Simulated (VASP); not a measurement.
A cell of AgCl (rock salt) near equilibrium:

```
CELL_PARAMETERS angstrom
      0.00000     2.76759     2.76759
      2.76759     0.00000     2.76759
      2.76759     2.76759     0.00000
ATOMIC_POSITIONS crystal
  Ag 0.00000 0.00000 0.00000
  Cl 0.50000 0.50000 0.50000
```

Calculation: r2SCAN meta-GGA, VASP's PBE PAW potentials (set 64) (plane waves; VASP).

| run | ΔE (meV/atom) | σxx | σyy | σzz | largest shear component, with its sign (GPa) | gap (eV) |
|---|---|---|---|---|---|---|
| as it is | 0.0 | 0.19 | 0.19 | 0.19 | 0.00 | 1.42 |
| after one change | 2.8 | 1.85 | 1.10 | 1.10 | 0.00 | 1.36 |
Stress is in GPa, positive when the cell is compressed; gaps are those on the k-mesh, and 0.00 means metallic.

Question: Name the change that produced these shifts.
A. biaxial strain of -1.5 % in the yz plane
B. uniaxial strain of -4.0 % along y
C. uniaxial strain of -2.0 % along x
D. shear strain γ_yz = +2.0 %

Answer: C, uniaxial strain of -2.0 % along x

The compound is AgCl in the rock salt structure.
